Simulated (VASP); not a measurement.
ZnS (wurtzite), at 0.96 of the tabulated volume:

```
ZnS
1.0
    1.88419    -3.26351     0.00000
    1.88419     3.26351     0.00000
    0.00000     0.00000     6.17539
Zn S
2 2
Direct
  0.66667   0.33333   0.50000
  0.33333   0.66667   0.00000
  0.66667   0.33333   0.87500
  0.33333   0.66667   0.37500
```

The lowest empty band near Γ, direction in plane, from mBJ (TB09) with spin-orbit coupling in VASP (PAW); its two spin partners are averaged. The gap over the points computed is 3.93 eV, and the next band on that side lies 0.62 eV away at the edge.

Settings: 400 eV cut-off, 8×8×4 Γ-centred mesh, Gaussian smearing of 0.050 eV, potentials Zn S.

```
distance from the edge in k (1/Å)  distance in energy (meV)
---------------------------------  ------------------------
0.018                                                   4.5
0.025                                                   8.5
0.035                                                  16.5
0.050                                                  33.5
0.070                                                  64.6
```

Q: Fit E(1 + αE) = ħ²k²/2m* (ħ²/2m0 = 3.810 eV Å²) and predict the row at 0.095 1/Å.

A: Least squares on the energies gives the electron mass m* = 0.279 m0 and α = 0.53 per eV, and so 115.9 meV. The run gave 116.7 meV, +0.8 meV from the fit.

Left out are points under 3 meV from the edge, since the levels carry 0.1 meV, and points farther than half the way to the next band.

The compound is ZnS in the wurtzite structure, the high-temperature form. The cell was not relaxed at this level.
